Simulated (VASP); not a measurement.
All values below come from r2SCAN meta-GGA, VASP's PBE PAW potentials (set 64) (plane waves; VASP).

The input files of a VASP run:

**INCAR**
```
SYSTEM = Pb
PREC = Accurate; ENCUT = 400; LREAL = F
LASPH = T
EDIFF = 1E-6; NELM = 100; ALGO = Normal
LMAXMIX = 4; LMIXTAU = T
ISMEAR = 1; SIGMA = 0.1
METAGGA = R2SCAN
IBRION = 2; NSW = 60; ISIF = 3
EDIFFG = -0.01
LWAVE = F; LCHARG = F
```

POSCAR:
```
Pb
1
    0.0000000000     2.4936449559     2.4936449559
    2.4936449559     0.0000000000     2.4936449559
    2.4936449559     2.4936449559    -0.0000000000
Pb
1
Direct
  0.0000000000   0.0000000000   0.0000000000
```

File KPOINTS:
```
K-points
0
G
11 11 11
```

POTCAR, in this order: Pb_d (PBE.64 set). Program: vasp_std.

The run wrote:

### OSZICAR
```
       N       E                     dE             d eps       ncg     rms          rms(c)
DAV:   1     0.396180083300E+02    0.39618E+02   -0.64878E+03  1262   0.124E+03
DAV:   2    -0.555181608257E+02   -0.95136E+02   -0.93415E+02  1265   0.304E+02
DAV:   3    -0.596503474541E+02   -0.41322E+01   -0.41146E+01  1494   0.752E+01
DAV:   4    -0.597457969921E+02   -0.95450E-01   -0.95445E-01  1491   0.127E+01
DAV:   5    -0.597499557346E+02   -0.41587E-02   -0.41585E-02  1555   0.223E+00    0.102E+00
DAV:   6    -0.561448688569E+02    0.36051E+01   -0.15856E+00  1421   0.298E+01    0.731E-01
DAV:   7    -0.562681982860E+02   -0.12333E+00   -0.86793E-02  1397   0.555E+00    0.368E-01
DAV:   8    -0.562364009103E+02    0.31797E-01   -0.89729E-02  1238   0.290E+00    0.908E-02
DAV:   9    -0.562814164858E+02   -0.45016E-01   -0.32070E-02  1256   0.228E+00    0.115E-01
DAV:  10    -0.562814010683E+02    0.15417E-04   -0.69112E-04  1433   0.243E-01    0.118E-01
DAV:  11    -0.562830344480E+02   -0.16334E-02   -0.10820E-03  1304   0.520E-01    0.611E-02
DAV:  12    -0.562837563239E+02   -0.72188E-03   -0.18166E-03  1451   0.861E-01    0.351E-02
DAV:  13    -0.562837639241E+02   -0.76002E-05   -0.58125E-05  1322   0.116E-01    0.284E-02
DAV:  14    -0.562839524724E+02   -0.18855E-03   -0.14884E-04  1337   0.225E-01    0.102E-02
DAV:  15    -0.562839738189E+02   -0.21346E-04   -0.32022E-05  1244   0.604E-02    0.988E-03
DAV:  16    -0.562839740447E+02   -0.22589E-06   -0.26875E-06  1495   0.222E-02
   1 F= -.56283974E+02 E0= -.56283990E+02  d E =-.562840E+02
       N       E                     dE             d eps       ncg     rms          rms(c)
DAV:   1    -0.562856335527E+02   -0.16597E-02   -0.52134E-02  1481   0.519E+00    0.215E-01
DAV:   2    -0.562840753188E+02    0.15582E-02   -0.29221E-03  1457   0.119E+00    0.795E-02
DAV:   3    -0.562839162669E+02    0.15905E-03   -0.92070E-04  1641   0.633E-01    0.583E-03
DAV:   4    -0.562839483472E+02   -0.32080E-04   -0.18631E-05  1256   0.539E-02    0.479E-03
DAV:   5    -0.562839374433E+02    0.10904E-04   -0.12133E-05  1244   0.434E-02    0.219E-03
DAV:   6    -0.562839474992E+02   -0.10056E-04   -0.11555E-05  1274   0.360E-02    0.145E-03
DAV:   7    -0.562839509356E+02   -0.34364E-05   -0.59998E-07   869   0.978E-03    0.833E-04
DAV:   8    -0.562839506434E+02    0.29221E-06   -0.67640E-07   888   0.121E-02
   2 F= -.56283951E+02 E0= -.56283966E+02  d E =0.234013E-04
       N       E                     dE             d eps       ncg     rms          rms(c)
DAV:   1    -0.562848111023E+02   -0.86017E-03   -0.25973E-02  1481   0.365E+00    0.152E-01
DAV:   2    -0.562840377378E+02    0.77336E-03   -0.14525E-03  1454   0.842E-01    0.561E-02
DAV:   3    -0.562839577720E+02    0.79966E-04   -0.45569E-04  1646   0.443E-01    0.409E-03
DAV:   4    -0.562839772987E+02   -0.19527E-04   -0.86907E-06  1244   0.372E-02    0.330E-03
DAV:   5    -0.562839718629E+02    0.54358E-05   -0.53103E-06  1235   0.272E-02    0.155E-03
DAV:   6    -0.562839779679E+02   -0.61051E-05   -0.47828E-06  1280   0.223E-02    0.102E-03
DAV:   7    -0.562839788205E+02   -0.85253E-06   -0.13495E-07   709   0.449E-03
   3 F= -.56283979E+02 E0= -.56283995E+02  d E =-.477572E-05
```

File OUTCAR:
```
------------------------ aborting loop because EDIFF is reached ----------------------------------------
  FORCE on cell =-STRESS in cart. coord.  units (eV):
  Direction    XX          YY          ZZ          XY          YZ          ZX
  --------------------------------------------------------------------------------------
  Total        0.0014116      0.0014116      0.0014116      0.0000000      0.0000000      0.0000000
  in kB        0.0728564      0.0728564      0.0728564      0.0000000      0.0000000      0.0000000
  external PRESSURE =       0.0728564 kB  Pullay stress =       0.0000000 kB
  volume of cell :       31.04
      direct lattice vectors                 reciprocal lattice vectors
     0.000000000  2.494449327  2.494449327    -0.200445042  0.200445042  0.200445042
     2.494449327  0.000000000  2.494449327     0.200445042 -0.200445042  0.200445042
     2.494449327  2.494449327  0.000000000     0.200445042  0.200445042 -0.200445042
 POSITION                                       TOTAL-FORCE (eV/Angst)
 -----------------------------------------------------------------------------------
      0.00000      0.00000      0.00000        -0.000000      0.000000      0.000000
 -----------------------------------------------------------------------------------
    total drift:                               -0.000000      0.000000     -0.000000
  FREE ENERGIE OF THE ION-ELECTRON SYSTEM (eV)
  ---------------------------------------------------
  free  energy   TOTEN  =       -56.2839788205 eV

  energy  without entropy=      -56.2840268396  energy(sigma->0) =      -56.28399483

 reached required accuracy - stopping structural energy minimisation
```
(Selected blocks of OUTCAR.)

File CONTCAR:
```
Pb
   1.00000000000000
     0.0000000000000000    2.4944493268442463    2.4944493268442463
     2.4944493268442463    0.0000000000000000    2.4944493268442463
     2.4944493268442463    2.4944493268442463    0.0000000000000000
  Pb
     1
Direct
     0.0000000000000000    0.0000000000000000    0.0000000000000000
```

OUTCAR:
```
 val. band max:        6.9983520810   @ k =   0.3636   0.2727   0.0000

 cond. band min:       7.0825162737   @ k =   0.2727   0.0000   0.0000


 Fermi energy:         7.0325396669

 k-point     1 :       0.0000    0.0000    0.0000
  band No.  band energies     occupation
      1     -10.7458      2.00000
      2     -10.7458      2.00000
      3     -10.7458      2.00000
      4     -10.6084      2.00000
      5     -10.6084      2.00000
      6      -5.1724      2.00000
      7      14.5044      0.00000
      8      14.5044      0.00000
      9      14.5044      0.00000
     10      17.3665      0.00000
     11      18.9503      0.00000

 k-point     2 :       0.0909    0.0000    0.0000
  band No.  band energies     occupation
      1     -10.7461      2.00000
      2     -10.7343      2.00000
      3     -10.7343      2.00000
      4     -10.6088      2.00000
      5     -10.6088      2.00000
      6      -5.0092      2.00000
      7      12.7639      0.00000
      8      14.3038      0.00000
      9      14.3038      0.00000
     10      16.9872      0.00000
     11      19.6761      0.00000

 k-point     3 :       0.1818    0.0000    0.0000
  band No.  band energies     occupation
      1     -10.7487      2.00000
      2     -10.7140      2.00000
      3     -10.7140      2.00000
      4     -10.5989      2.00000
      5     -10.5989      2.00000
      6      -4.5200      2.00000
      7       9.8760      0.00000
      8      13.8354      0.00000
      9      13.8354      0.00000
     10      16.6128      0.00000
     11      20.0960      0.00000

 k-point     4 :       0.2727    0.0000    0.0000
  band No.  band energies     occupation
      1     -10.7557      2.00000
      2     -10.7124      2.00000
      3     -10.7124      2.00000
      4     -10.5600      2.00000
      5     -10.5600      2.00000
      6      -3.7175      2.00000
      7       7.0825      0.26006
      8      13.3154      0.00000
      9      13.3154      0.00000
...
```

Unless said otherwise, spin-orbit coupling is left out, though it shifts the bands of the heavy elements here.

The compound is Pb in the fcc structure. This run relaxes it. Symmetry was kept, so distortions that lower it aren't found. The start is the result of an earlier pass.
